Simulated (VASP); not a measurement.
Computed with PBE GGA with D3 dispersion (zero damping), VASP's PBE PAW potentials (set 64) (plane waves; VASP).

VASP input:

**INCAR**
```
! general
SYSTEM  = SnSe2
PREC    = Accurate
ENCUT   = 520
LREAL   = .FALSE.
LASPH   = .TRUE.
ICHARG  = 11

! electronic loop
EDIFF   = 1E-7
NELM    = 100
ALGO    = Normal
LMAXMIX = 4

! smearing
ISMEAR  = 0
SIGMA   = 0.05

! functional
GGA     = PE
IVDW    = 11

! output
LWAVE   = .FALSE.
LCHARG  = .FALSE.
LORBIT  = 11
```

File POSCAR:
```
SnSe2
1
    1.9296011868    -3.3421675137     0.0000000000
    1.9296011868     3.3421675137    -0.0000000000
    0.0000000000     0.0000000000     6.2807991454
Sn Se
1 2
Direct
  1.0000000000   0.0000000000   0.0000000000
  0.3333330000   0.6666670000   0.2537145621
  0.6666670000   0.3333330000   0.7462854379
```

**KPOINTS**
```
k-points along high-symmetry lines
10
Line-mode
Reciprocal
  0.000000   0.000000   0.000000 ! GAMMA
  0.500000  -0.000000   0.000000 ! M

  0.500000  -0.000000   0.000000 ! M
  0.333333   0.333333   0.000000 ! K

  0.333333   0.333333   0.000000 ! K
  0.000000   0.000000   0.000000 ! GAMMA

  0.000000   0.000000   0.000000 ! GAMMA
  0.000000   0.000000   0.500000 ! A

  0.000000   0.000000   0.500000 ! A
  0.500000  -0.000000   0.500000 ! L

  0.500000  -0.000000   0.500000 ! L
  0.333333   0.333333   0.500000 ! H

  0.333333   0.333333   0.500000 ! H
  0.000000   0.000000   0.500000 ! A

  0.500000  -0.000000   0.500000 ! L
  0.500000  -0.000000   0.000000 ! M

  0.333333   0.333333   0.500000 ! H
  0.333333   0.333333   0.000000 ! K
```

POTCAR, in this order: Sn_d Se (PBE.64 set). Program: vasp_std. Read from the step before: CHGCAR.

The run wrote:

OUTCAR:
```
 ion  position               nearest neighbor table
   1  0.000  0.000  0.000-   2 2.74   3 2.74   3 2.74   2 2.74   3 2.74   2 2.74
   2  0.333  0.667  0.254-   1 2.74   1 2.74   1 2.74
   3  0.667  0.333  0.746-   1 2.74   1 2.74   1 2.74
  LATTYP: Found a hexagonal cell.
 ALAT       =     3.8592025640
 C/A-ratio  =     1.6274862595
 Subroutine PRICEL returns:
 Original cell was already a primitive cell.
 Subroutine GETGRP returns: Found 12 space group operations
The static configuration has the point symmetry D_3d.
The dynamic configuration has the point symmetry D_3d.
 Subroutine INISYM returns: Found 12 space group operations
   k-points           NKPTS =     90   k-points in BZ     NKDIM =     90   number of bands    NBANDS=     17
   number of dos      NEDOS =    301   number of ions     NIONS =      3
   total plane-waves  NPLWV =  43200
   dimension x,y,z NGX =    30 NGY =   30 NGZ =   48
   dimension x,y,z NGXF=    60 NGYF=   60 NGZF=   96
   ions per type =               1   2
   PREC   = accura    normal or accurate (medium, high low for compatibility)
   ISTART =      0    job   : 0-new  1-cont  2-samecut
   ICHARG =     11    charge: 1-file 2-atom 10-const
   ISPIN  =      1    spin polarized calculation?
   LNONCOLLINEAR =      F non collinear calculations
   LSORBIT =      F    spin-orbit coupling
...
```

### OSZICAR
```
       N       E                     dE             d eps       ncg     rms          rms(c)
DAV:   1     0.196167356553E+03    0.19617E+03   -0.12549E+04  3079   0.173E+03
DAV:   2     0.101838544624E+02   -0.18598E+03   -0.18273E+03  3358   0.392E+02
DAV:   3    -0.100705053440E+02   -0.20254E+02   -0.19520E+02  3885   0.120E+02
DAV:   4    -0.107813581363E+02   -0.71085E+00   -0.70962E+00  3680   0.226E+01
DAV:   5    -0.107974886062E+02   -0.16130E-01   -0.16127E-01  4591   0.360E+00
DAV:   6    -0.107977008981E+02   -0.21229E-03   -0.21229E-03  3879   0.324E-01
DAV:   7    -0.107977073003E+02   -0.64022E-05   -0.64022E-05  4744   0.547E-02
DAV:   8    -0.107977073525E+02   -0.52235E-07   -0.52231E-07  3871   0.499E-03
   1 F= -.11459306E+02 E0= -.11459306E+02  d E =-.106259E-16
```

File OUTCAR:
```
 val. band max:        3.6717855566   @ k =   0.0741   0.0741   0.0000

 cond. band min:       4.2938658351   @ k =   0.5000   0.0000   0.3333



 k-point     1 :       0.0000    0.0000    0.0000
  band No.  band energies     occupation
      1     -17.5295      2.00000
      2     -17.5295      2.00000
      3     -17.4973      2.00000
      4     -17.4869      2.00000
      5     -17.4869      2.00000
      6      -9.9078      2.00000
      7      -8.3822      2.00000
      8      -2.3984      2.00000
      9       3.1345      2.00000
     10       3.1345      2.00000
     11       3.3879      2.00000
     12       3.3879      2.00000
     13       3.5393      2.00000
     14       4.5539      0.00000
     15       6.7240      0.00000
     16       8.2635      0.00000
     17       8.2635      0.00000

 k-point     2 :       0.0556    0.0000    0.0000
  band No.  band energies     occupation
      1     -17.5306      2.00000
      2     -17.5284      2.00000
      3     -17.4966      2.00000
      4     -17.4876      2.00000
      5     -17.4869      2.00000
      6      -9.8790      2.00000
      7      -8.3638      2.00000
      8      -2.3911      2.00000
      9       2.6924      2.00000
     10       2.9696      2.00000
     11       3.1987      2.00000
     12       3.4872      2.00000
     13       3.6028      2.00000
     14       4.8875      0.00000
     15       6.9251      0.00000
     16       8.1355      0.00000
     17       8.3207      0.00000

 k-point     3 :       0.1111    0.0000    0.0000
  band No.  band energies     occupation
      1     -17.5338      2.00000
      2     -17.5255      2.00000
      3     -17.4945      2.00000
      4     -17.4895      2.00000
      5     -17.4866      2.00000
      6      -9.7936      2.00000
      7      -8.3106      2.00000
      8      -2.3756      2.00000
      9       1.9583      2.00000
     10       2.6854      2.00000
     11       2.7545      2.00000
     12       3.5872      2.00000
...
```

The density is held fixed in this step, so its total energy and stress have no physical meaning. Unless said otherwise, spin-orbit coupling is left out, though it shifts the bands of the heavy elements here.

The compound is SnSe2 in the 1T layered structure. It was relaxed first.
